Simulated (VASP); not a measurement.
The input files of a VASP run:

**POSCAR**
```
AgCl
1
    0.0000000000     2.8159993384     2.8159993384
    2.8159993384     0.0000000000     2.8159993384
    2.8159993384     2.8159993384     0.0000000000
Ag Cl
1 1
Direct
  0.0000000000   0.0000000000   1.0000000000
  0.5000000000   0.5000000000   0.5000000000
```

INCAR:
```
AGGAC=0.0
ISMEAR=0
SYSTEM=AgCl
LCHARG=F
LWAVE=F
ISIF=2   # forces and stress, cell fixed
LREAL=F
ENCUT=520
LUSE_VDW=T
GGA=MK
LMAXMIX=4   # l cut-off of mixed one-centre charges
PARAM1=0.1234568
SIGMA=0.05   # width (eV)
NELM=100   # most electronic steps
EDIFF=1E-7
PARAM2=0.7114
ALGO=Normal   # blocked Davidson
ZAB_VDW=-1.8867
LASPH=T   # aspherical one-centre terms
PREC=Accurate
```

### KPOINTS
```
kpoints
0
Gamma
 8 8 8
0 0 0
```

POTCAR, in this order: Ag Cl (PBE.64 set). Program: vasp_std.

### Question
Translate this rev-vdW-DF2 calculation to Quantum ESPRESSO's pw.x.

### Answer
One equivalent input (not run):
```
&CONTROL
  calculation = 'scf'
  pseudo_dir = './pseudo'
  outdir = './out'
  tprnfor = .true.
  tstress = .true.
/
&SYSTEM
  ibrav = 0
  nat = 2
  ntyp = 2
  ecutwfc = 82
  occupations = 'smearing'
  smearing = 'gaussian'
  degauss = 0.003675
  input_dft = 'vdw-df2-b86r'
/
&ELECTRONS
  conv_thr = 7.3e-09
  electron_maxstep = 100
/
ATOMIC_SPECIES
  Ag 107.868 Ag.upf
  Cl 35.450 Cl.upf
CELL_PARAMETERS angstrom
     0.0000000    2.8159993    2.8159993
     2.8159993    0.0000000    2.8159993
     2.8159993    2.8159993    0.0000000
ATOMIC_POSITIONS crystal
  Ag   0.0000000  0.0000000  1.0000000
  Cl   0.5000000  0.5000000  0.5000000
K_POINTS automatic
  8 8 8 0 0 0
```
What does not carry over: the potentials are each code's own (VASP's PAW set, PseudoDojo norm-conserving files in pw.x), so ENCUT and ecutwfc are chosen apart and not converted; conv_thr bounds pw.x's estimated SCF error, while EDIFF bounds the energy change between steps.

The compound is AgCl in the rock salt structure. This cell is one point of a volume scan, at 1.06 of the reference volume.
